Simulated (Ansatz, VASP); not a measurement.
# Cross-check of P (black phosphorene 4 layers, AB) between VASP and Ansatz, part 3 of 3

Wanted: the spread between two codes on one cell, functional and k mesh. Of the first pair: The structure shown is the start of the Ansatz relaxation below; VASP solves that cell, so the two are compared at the walk's first step.

VASP 6.6.1 and Ansatz 0.2.0.

So far. Step 4 (Side by side): The forces differ by 29 meV/Å r.m.s., which is 5.5 % of the r.m.s. force of 0.526 eV/Å (both taken over all components). With vacuum in the cell, a pressure given here is an average over mostly empty space and none of the material.

## 6. VASP: single point, LDA, relaxed cell, pair 2

Level of this step: LDA; plane waves and PAW (P) (VASP).

The same cell, functional (in two slightly different forms), mesh and smearing now go to VASP, with its own data sets.

INCAR reads:

```
SYSTEM = P
PREC = Accurate
ENCUT = 400
EDIFF = 1E-06
NELM = 120
ISMEAR = -1
SIGMA = 0.05
LREAL = .FALSE.
ALGO = Normal
GGA = PW92
NBANDS = 56
LORBIT = 11
LWAVE = .FALSE.
LCHARG = .FALSE.
ISIF = 2
LDIPOL = .TRUE.
IDIPOL = 3
DIPOL = 0.5 0.5 0.3
LVHAR = .TRUE.
LASPH = .TRUE.
GGA_COMPAT = .FALSE.
NELMDL = -8
KPAR = 4
```

POSCAR reads:

```
P
1.0
    4.1732085839      0.0000000000      0.0000000000
    0.0000000000      3.2992923391      0.0000000000
    0.0000000000      0.0000000000     60.9200000054
P
16
Direct
    0.0738095360      0.0000000000      0.1575856736
    0.4256121903      0.5000000000      0.1575848469
    0.9269959561      0.0000000000      0.1928852572
    0.5724306387      0.5000000000      0.1928844572
    0.0727463127      0.5000000000      0.2406200588
    0.4270301427      0.0000000000      0.2406197928
    0.9271851171      0.5000000000      0.2760982986
    0.5726021599      0.0000000000      0.2760980912
    0.0728148829      0.0000000000      0.3240330212
    0.4273978401      0.5000000000      0.3240332286
    0.9272536873      0.0000000000      0.3595112609
    0.5729698573      0.5000000000      0.3595115270
    0.0730040439      0.5000000000      0.4072460626
    0.4275693613      0.0000000000      0.4072468626
    0.9261904640      0.5000000000      0.4425456462
    0.5743878097      0.0000000000      0.4425464730
```

KPOINTS reads:

```
Automatic mesh
0
Gamma
8 10 1
0 0 0
```

The projector-augmented-wave data sets are P (LDA family, release 64).

Launch:

```sh
> mpirun -np 4 vasp_std
```

Numbers of over 12 decimals in the logs are rounded to 6 here.

Output:

```text
[banner, memory and clock lines left out]
running    4 mpi-ranks, on    1 nodes
[...]
[... a notice as in an earlier step ...]

 LDA part: xc-table for (Slater(with rela. corr.)+PW92), standard interpolation
 [... a notice as in an earlier step ...]

 POSCAR, INCAR and KPOINTS ok, starting setup
[...]
entering main loop
       N       E                     dE             d eps       ncg     rms          rms(c)
DAV:   1     0.510295200877E+03    0.51030E+03   -0.24041E+04  3408   0.874E+02
DAV:   2    -0.301359757841E+02   -0.54043E+03   -0.51811E+03  4816   0.199E+02
DAV:   3    -0.949378983692E+02   -0.64802E+02   -0.63834E+02  4032   0.718E+01
DAV:   4    -0.970469262384E+02   -0.21090E+01   -0.20925E+01  4656   0.152E+01
[...]
DAV:  25    -0.961024974361E+02   -0.77173E-05   -0.75832E-08  2272   0.699E-04    0.652E-04
DAV:  26    -0.961025064447E+02   -0.90086E-05   -0.36807E-07  2544   0.950E-04    0.380E-04
DAV:  27    -0.961025066418E+02   -0.19713E-06   -0.24446E-08  2104   0.430E-04
   1 F= -.96102507E+02 E0= -.96098975E+02  d E =-.706312E-02
```

Parts of OUTCAR (step 6):

```text
  Total       -0.5702921     -0.5940040     -0.6234969      0.0000000      0.0000000     -0.0019786
  in kB       -1.0893242     -1.1346167     -1.1909515      0.0000000      0.0000000     -0.0037794
  external PRESSURE =      -1.1382974 kB  Pullay stress =       0.0000000 kB

 POSITION                                       TOTAL-FORCE (eV/Angst)
 -----------------------------------------------------------------------------------
      0.30802      0.00000      9.60012         0.042245      0.000000      0.038079
      1.77617      1.64965      9.60007        -0.042171      0.000000      0.038090
      3.86855      0.00000     11.75057        -0.044591      0.000000     -0.041186
      2.38887      1.64965     11.75052         0.044704      0.000000     -0.041256
      0.30359      1.64965     14.65857         0.046709      0.000000      0.038116
      1.78209      0.00000     14.65856        -0.046719      0.000000      0.038194
      3.86934      1.64965     16.81991        -0.046225      0.000000     -0.037760
      2.38959      0.00000     16.81990         0.046286      0.000000     -0.037829
      0.30387      0.00000     19.74009         0.046225      0.000000      0.037760
      1.78362      1.64965     19.74010        -0.046286      0.000000      0.037829
      3.86962      0.00000     21.90143        -0.046709      0.000000     -0.038116
      2.39112      1.64965     21.90144         0.046719      0.000000     -0.038194
      0.30466      1.64965     24.80943         0.044591      0.000000      0.041186
      1.78434      0.00000     24.80948        -0.044704      0.000000      0.041256
      3.86519      1.64965     26.95988        -0.042245      0.000000     -0.038079
      2.39704      0.00000     26.95993         0.042171      0.000000     -0.038090
 -----------------------------------------------------------------------------------
    total drift:                                0.000000     -0.000000      0.000105

  FREE ENERGIE OF THE ION-ELECTRON SYSTEM (eV)
  ---------------------------------------------------
  free  energy   TOTEN  =       -96.1025066418 eV

  energy  without entropy=      -96.0954435191  energy(sigma->0) =      -96.09897508

[... 1 part as in an earlier step ...]

[... 2 further parts left out ...]
[key lines of the parts left out:]
E-fermi :  -0.6342
```

## 7. Side by side

The two programs side by side:

```tsv
quantity	Ansatz	VASP	difference
gap on the k mesh (eV)	0.100	0.114	-0.015
```

Forces on 7 of the 16 atoms, those with the largest forces and the largest differences (eV/Å; atoms numbered as in POSCAR):

```tsv
atom	Ansatz x, y, z	VASP x, y, z
P3	-0.001, 0.000, 0.001	-0.045, 0.000, -0.041
P4	0.001, 0.000, 0.000	0.045, 0.000, -0.041
P6	-0.001, 0.000, 0.000	-0.047, 0.000, 0.038
P11	-0.001, 0.000, 0.000	-0.047, 0.000, -0.038
P12	0.001, 0.000, 0.000	0.047, 0.000, -0.038
P13	0.001, 0.000, -0.001	0.045, 0.000, 0.041
P14	-0.001, 0.000, 0.000	-0.045, 0.000, 0.041
```

The forces differ by 34 meV/Å r.m.s., where the r.m.s. force is 0.000 eV/Å in Ansatz and 0.034 eV/Å in VASP: the atoms lie near their places of rest in Ansatz, so a percentage would say little (all taken over all components). A gap on the mesh is an upper bound, since the band edges may lie between its points. With vacuum in the cell, a pressure given here is an average over mostly empty space and none of the material.

## 8. What came out

```json
{
 "r.m.s. force difference (single point, LDA, start cell, pair 1)": "5.5 % of the r.m.s. force",
 "r.m.s. force difference (single point, LDA, relaxed cell, pair 2)": "34 meV/Å"
}
```

What this shows: The r.m.s. force difference is 34 meV/Å (single point, LDA, relaxed cell, pair 2), beyond the 12 meV/Å picked in this series as the mark of a large difference. What causes the difference of the single point, LDA, start cell, pair 1 pair stays open here. What causes the difference of the single point, LDA, relaxed cell, pair 2 pair stays open here. How closely two codes agree says nothing of how well the functional describes the real material.

[Lines on the potential files, build, host, timing and source positions are cut from VASP's logs without a mark.]

[Logs are printed without paths, hosts, clocks, repeated set-up lines and the standing remarks that a program may print on its own settings, such as how far it seeks lower states.]

[Hosts, paths, dates, database ids (printed as entryN), source tags and the programs' standing remarks are cut or masked in the printed files.]
